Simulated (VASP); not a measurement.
MgB₂ (AlB2 type) relaxed at rising pressure, in one space group throughout; other phases were not tried. The pressures are those reached. All values below come from PBEsol GGA, VASP's PBE PAW potentials (set 64) (plane waves; VASP 6.6.1).

```json
[
 {"P (GPa)": "-0.13", "V (Å³/atom)": "9.491", "k-mesh": "11×11×9"},
 {"P (GPa)": "5.16", "V (Å³/atom)": "9.160", "k-mesh": "12×12×9"},
 {"P (GPa)": "10.00", "V (Å³/atom)": "8.912", "k-mesh": "12×12×9"},
 {"P (GPa)": "19.98", "V (Å³/atom)": "8.481", "k-mesh": "12×12×9"},
 {"P (GPa)": "30.19", "V (Å³/atom)": "8.122", "k-mesh": "12×12×9"}
]
```

A change of mesh leaves a small step in the series.

Problem. Fit an equation of state and predict the volume at 45.02 GPa.

Solution. Least squares on the third-order Birch-Murnaghan form, P = (3B0/2)(y⁷ − y⁵)[1 + (3/4)(B′ − 4)(y² − 1)] with y = (V0/V)^(1/3), gives V0 = 9.479 Å³/atom, B0 = 143 GPa and B′ = 4.1, and so 7.707 Å³/atom. The run gave 7.699 Å³/atom, -0.1 % from the fit.

Pressures at which the relaxation failed are left out.

The compound is MgB2 in the AlB2 type structure.
